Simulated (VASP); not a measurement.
# Zn4Te3O (I-42m) in VASP: relaxation of cell and atoms with PBE

Aim: the relaxation of cell and atoms of Zn4Te3O with PBE.

All numbers are computed with VASP 6.6.1; they aren't measurements. Logs are shortened: lines on timing, memory, paths and dates and some standing lists are left out, and cuts for length are marked.

## Step 1: Starting point

It takes space group I-42m (No. 121, tetragonal). Conventional cell: a = 5.828 Å, b = 5.828 Å, c = 11.368 Å, α = 90.00°, β = 90.00°, γ = 90.00°. Zn (site symmetry m) has 1 O at 2.06 Å as nearest neighbours. Te (site symmetry -42m) has 4 Zn at 2.74 Å as nearest neighbours. Around Te (site symmetry -4) lie 4 Zn at 2.66 Å. Around O (site symmetry -42m) lie 4 Zn at 2.06 Å.

The cell was built by a generator and needn't be a form met in nature.

## Step 2: Relaxation of cell and atoms, PBE

File INCAR:

```
SYSTEM = Zn4Te3O
PREC = Accurate
ENCUT = 520
EDIFF = 1E-6
ISMEAR = 0
SIGMA = 0.1
LREAL = .FALSE.
LASPH = .TRUE.
NELM = 120
ALGO = Normal
ISIF = 3
LWAVE = .FALSE.
LCHARG = .FALSE.
GGA = PE
IBRION = 2
NSW = 90
EDIFFG = -0.01
KPAR = 4
```

File KPOINTS:

```
Automatic mesh
0
G
  8 8 8
  0 0 0
```

File POSCAR:

```
Zn4Te3O
1.0
   -2.9140000000      2.9140000000      5.6840000000
    2.9140000000     -2.9140000000      5.6840000000
    2.9140000000      2.9140000000     -5.6840000000
Zn Te O
4 3 1
Direct
    0.6918600000      0.6918600000      0.5967741900
    0.0950858100      0.0950858100      0.4032258100
    0.3081400000      0.9049141900      0.0000000000
    0.9049141900      0.3081400000      0.0000000000
    0.5000000000      0.5000000000      0.0000000000
    0.2500000000      0.7500000000      0.5000000000
    0.7500000000      0.2500000000      0.5000000000
    0.0000000000      0.0000000000      0.0000000000
```

Potentials or basis: VASP PAW PBE potentials, release 64 (Zn, Te, O).

Run with:

```bash
> cat potpaw_PBE.64/Zn/POTCAR potpaw_PBE.64/Te/POTCAR potpaw_PBE.64/O/POTCAR > POTCAR
> mpirun -np 4 vasp_std > vasp.out
```

OUTCAR:

```text
SYSTEM = Zn4Te3O
   PREC = Accurate
   ENCUT = 520
   EDIFF = 1E-6
   ISMEAR = 0
   LREAL = .FALSE.
   LASPH = .TRUE.
   NELM = 120
   ISIF = 3
   GGA = PE
   IBRION = 2
   NSW = 90
   EDIFFG = -0.01

 ion  position               nearest neighbor table
   1  0.692  0.692  0.597-   8 2.06   7 2.66   6 2.66   5 2.74
   2  0.095  0.095  0.403-   8 2.06   7 2.66   6 2.66   5 2.74
   3  0.308  0.905  0.000-   8 2.06   6 2.66   7 2.66   5 2.74
   4  0.905  0.308  0.000-   8 2.06   7 2.66   6 2.66   5 2.74
   5  0.500  0.500  0.000-   3 2.74   4 2.74   2 2.74   1 2.74
   6  0.250  0.750  0.500-   1 2.66   2 2.66   3 2.66   4 2.66
   7  0.750  0.250  0.500-   1 2.66   2 2.66   4 2.66   3 2.66
   8  0.000  0.000  0.000-   1 2.06   2 2.06   3 2.06   4 2.06

  LATTYP: Found a body centered tetragonal cell.
 ALAT       =     5.8280000000
 C/A-ratio  =     1.9505833905

  Lattice vectors:

 A1 = (  -2.9140000000,   2.9140000000,   5.6840000000)
 A2 = (   2.9140000000,  -2.9140000000,   5.6840000000)
 A3 = (   2.9140000000,   2.9140000000,  -5.6840000000)

Analysis of symmetry for initial positions (statically):
=====================================================================
 Subroutine PRICEL returns:
 Original cell was already a primitive cell.

 Routine SETGRP: Setting up the symmetry group for a
 body centered tetragonal supercell.

 Subroutine GETGRP returns: Found  8 space group operations
 (whereof  8 operations were pure point group operations)
 out of a pool of 16 trial point group operations.

The static configuration has the point symmetry D_2d.

Analysis of symmetry for dynamics (positions and initial velocities):
=====================================================================
 Subroutine PRICEL returns:
 Original cell was already a primitive cell.

 Routine SETGRP: Setting up the symmetry group for a
 body centered tetragonal supercell.

 Subroutine GETGRP returns: Found  8 space group operations
 (whereof  8 operations were pure point group operations)
 out of a pool of 16 trial point group operations.

The dynamic configuration has the point symmetry D_2d.

 Subroutine INISYM returns: Found  8 space group operations
 (whereof  8 operations are pure point group operations),
 and found     1 'primitive' translations

----------------------------------------------------------------------------------------

[... 114 lines left out ...]
   PSTRESS=    0.0 pullay stress
   NELECT =      72.0000    total number of electrons
   NUPDOWN=      -1.0000    fix difference up-down
   EMIN   =  10.00;   EMAX   =-10.00  energy-range for DOS
   EFERMI =   0.00;   METHOD = LEGACY
   ISMEAR =     0;   SIGMA  =   0.10  broadening in eV -4-tet -1-fermi 0-gaus
   EFERMI_NEDOS =   21; number of points for ismear=-14 and -15
   IALGO  =     38    algorithm
   IMIX   =      4    mixing-type and parameters
     AMIX     =   0.40;   BMIX     =  1.00
     AMIX_MAG =   1.60;   BMIX_MAG =  1.00
  volume/ion in A,a.u.               =      24.13       162.85
  Fermi-wavevector in a.u.,A,eV,Ry     =   1.178387  2.226829 18.892995  1.388596
  Thomas-Fermi vector in A             =   2.314717
   LORBIT       =      0    0 simple, 1 ext, 2 COOP (PROOUT), +10 PAW based schemes
   GGA     = PE    functional components
   LHFCALC =     F    Hartree Fock is set to
   AEXX    =    0.0000 exact exchange contribution
   IVDW    =     0    specifies the selected vdW correction
   LEPSILON=     F    determine dielectric tensor
   LRPA    =     F    only Hartree local field effects (RPA)
 conjugate gradient relaxation of ions
 non-spin polarized calculation
 Gauss-broadening in eV      SIGMA  =   0.10
  energy-cutoff  :      520.00
  volume of cell :      193.06
 maximum number of plane-waves:      5229
 NGX is ok and might be reduce to    54
   NGX = 27   NGY = 27   NGZ = 27

--------------------------------------- Ionic step        1  -------------------------------------------

 number of electron      72.0000014 magnetization

 Free energy of the ion-electron system (eV)
  ---------------------------------------------------
  ext. energy  EPLUGINS =         0.00000000
  ---------------------------------------------------
  free energy    TOTEN  =       -23.56053837 eV

  energy without entropy =      -23.56044233  energy(sigma->0) =      -23.56049035

------------------------ aborting loop because EDIFF is reached ----------------------------------------

  FORCE on cell =-STRESS in cart. coord.  units (eV):
  Direction    XX          YY          ZZ          XY          YZ          ZX
  --------------------------------------------------------------------------------------
  -------------------------------------------------------------------------------------
  Total       -0.1559089     -0.1559089     -0.4067805      0.0000000      0.0000000      0.0000000
  in kB       -1.2938632     -1.2938632     -3.3758061      0.0000000      0.0000000      0.0000000
  external PRESSURE =      -1.9878442 kB  Pullay stress =       0.0000000 kB
[... 281 lines left out ...]
--------------------------------------- Ionic step        8  -------------------------------------------

 number of electron      72.0000009 magnetization

 Free energy of the ion-electron system (eV)
  ---------------------------------------------------
  ext. energy  EPLUGINS =         0.00000000
  ---------------------------------------------------
  free energy    TOTEN  =       -23.56241453 eV

  energy without entropy =      -23.56235294  energy(sigma->0) =      -23.56238373

 E-fermi :   3.1611     XC(G=0):  -9.3300

 val. band max:        2.9776201560   @ k =   0.0000   0.0000   0.0000
 cond. band min:       3.2839928904   @ k =   0.0000   0.0000   0.0000
 fundamental gap:      0.3063727344
 Fermi energy:         3.1611448065

 k-point     1 :       0.0000    0.0000    0.0000
  band No.  band energies     occupation
      1     -15.2439      2.00000
      2      -8.3875      2.00000
      3      -7.2474      2.00000
      4      -6.9970      2.00000
      5      -3.9133      2.00000
      6      -3.8834      2.00000
[... 1093 lines left out ...]
     42       7.8705      0.00000
     43       8.2230      0.00000

 [... further k-points ...]

------------------------ aborting loop because EDIFF is reached ----------------------------------------

  FORCE on cell =-STRESS in cart. coord.  units (eV):
  Direction    XX          YY          ZZ          XY          YZ          ZX
  --------------------------------------------------------------------------------------
  -------------------------------------------------------------------------------------
  Total       -0.0187257     -0.0187257     -0.0525816      0.0000000      0.0000000      0.0000000
  in kB       -0.1559089     -0.1559089     -0.4377920      0.0000000      0.0000000      0.0000000
  external PRESSURE =      -0.2498700 kB  Pullay stress =       0.0000000 kB
[... 23 lines left out ...]
  FREE ENERGIE OF THE ION-ELECTRON SYSTEM (eV)
  ---------------------------------------------------
  free  energy   TOTEN  =       -23.5624145264 eV

  energy  without entropy=      -23.5623529404  energy(sigma->0) =      -23.56238373

 reached required accuracy - stopping structural energy minimisation
```

OSZICAR:

```text
N       E                     dE             d eps       ncg     rms          rms(c)
DAV:   1     0.516723091698E+03    0.51672E+03   -0.31979E+04  5074   0.186E+03
DAV:   2     0.412901876996E+02   -0.47543E+03   -0.46350E+03  5114   0.412E+02
DAV:   3    -0.226690116579E+02   -0.63959E+02   -0.62920E+02  5771   0.140E+02
[... 63 lines left out ...]
DAV:   1    -0.235625814370E+02   -0.20727E-03   -0.17344E-02  6085   0.877E-01    0.105E-01
DAV:   2    -0.235624435295E+02    0.13791E-03   -0.81751E-04  6236   0.394E-01    0.364E-02
DAV:   3    -0.235624227190E+02    0.20810E-04   -0.34676E-05  5235   0.370E-02    0.191E-02
DAV:   4    -0.235624151386E+02    0.75804E-05   -0.10176E-05  5831   0.197E-02    0.645E-03
DAV:   5    -0.235624145264E+02    0.61217E-06   -0.24188E-06  3579   0.138E-02
   8 F= -.23562415E+02 E0= -.23562384E+02  d E =-.405004E-04
```

CONTCAR:

```text
Zn4Te3O
   1.00000000000000
    -2.9155953269157417    2.9155953269157417    5.6592906722367937
     2.9155953269157417   -2.9155953269157417    5.6592906722367937
     2.9155953269157417    2.9155953269157417   -5.6592906722367937
  Zn              Te              O
     4     3     1
Direct
     0.6913379700719232    0.6913379700719232    0.5970890938591604
     0.0942488762127628    0.0942488762127628    0.4029109061408396
     0.3086620299280768    0.9057511237872372    1.0000000000000000
     0.9057511237872372    0.3086620299280768    0.0000000000000000
     0.5000000000000000    0.5000000000000000    0.0000000000000000
     0.2500000000000000    0.7500000000000000    0.5000000000000000
     0.7500000000000000    0.2500000000000000    0.5000000000000000
     0.0000000000000000    0.0000000000000000    0.0000000000000000

  0.00000000E+00  0.00000000E+00  0.00000000E+00
  0.00000000E+00  0.00000000E+00  0.00000000E+00
  0.00000000E+00  0.00000000E+00  0.00000000E+00
  0.00000000E+00  0.00000000E+00  0.00000000E+00
  0.00000000E+00  0.00000000E+00  0.00000000E+00
  0.00000000E+00  0.00000000E+00  0.00000000E+00
  0.00000000E+00  0.00000000E+00  0.00000000E+00
  0.00000000E+00  0.00000000E+00  0.00000000E+00
```

Wall time 8.2 min (4 MPI ranks of Intel Xeon 6975P-C (Granite Rapids), shared host); peak memory 0.69 GiB.

What came out:

```
Free energy                            : -23.5624 eV
Relaxed volume                         : 24.05 Å³/atom
Relaxed cell                           : a = 7.002 Å, b = 7.002 Å, c = 7.002 Å, α = 130.79°, β = 130.79°, γ = 72.15°
Space group after relaxing (to 0.05 Å) : I-42m (No. 121)
Energy gained by relaxing              : 0.2 meV/atom
Ionic steps                            : 8
Pressure after relaxing                : 0.0 GPa
Largest force after relaxing           : 0.007 eV/Å
Band gap on the k mesh                 : 0.31 eV, direct
```

Forces on the atoms (eV/Å):
```
Zn   0.004  0.004  0.002
Zn  -0.004 -0.004  0.002
Zn   0.004 -0.004 -0.002
Zn  -0.004  0.004 -0.002
Te   0.000  0.000  0.000
Te   0.000  0.000  0.000
Te   0.000  0.000  0.000
O    0.000  0.000  0.000
```

Step by step:
| step | energy change (eV) | largest force (eV/Å) | pressure (GPa) | volume (Å³) |
| --- | --- | --- | --- | --- |
| 1 | 0.0000 | 0.0631 | -0.20 | 193.06 |
| 2 | -0.0012 | 0.0365 | 0.04 | 192.22 |
| 3 | -0.0013 | 0.0299 | 0.11 | 192.00 |
| 4 | -0.0018 | 0.0125 | 0.06 | 192.21 |
| 5 | -0.0018 | 0.0115 | 0.03 | 192.27 |
| 6 | -0.0018 | 0.0191 | 0.00 | 192.40 |
| 7 | -0.0018 | 0.0148 | 0.02 | 192.34 |
| 8 | -0.0019 | 0.0066 | -0.02 | 192.43 |

Final structure:
```cif
data_structure
_symmetry_space_group_name_H-M 'P 1'
_symmetry_Int_Tables_number 1
_cell_length_a 7.0021
_cell_length_b 7.0021
_cell_length_c 7.0021
_cell_angle_alpha 130.786
_cell_angle_beta 130.786
_cell_angle_gamma 72.153
_cell_volume 192.43
loop_
_atom_site_label
_atom_site_type_symbol
_atom_site_fract_x
_atom_site_fract_y
_atom_site_fract_z
_atom_site_occupancy
Zn1 Zn 0.69134 0.69134 0.59709 1
Zn2 Zn 0.09425 0.09425 0.40291 1
Zn3 Zn 0.30866 0.90575 0.00000 1
Zn4 Zn 0.90575 0.30866 0.00000 1
Te1 Te 0.50000 0.50000 0.00000 1
Te2 Te 0.25000 0.75000 0.50000 1
Te3 Te 0.75000 0.25000 0.50000 1
O1 O 0.00000 0.00000 0.00000 1
```

Caveat: spin-orbit coupling is left out, which moves the levels of the heavy elements. A hybrid or GW would open this gap; PBE tends to underestimate it.
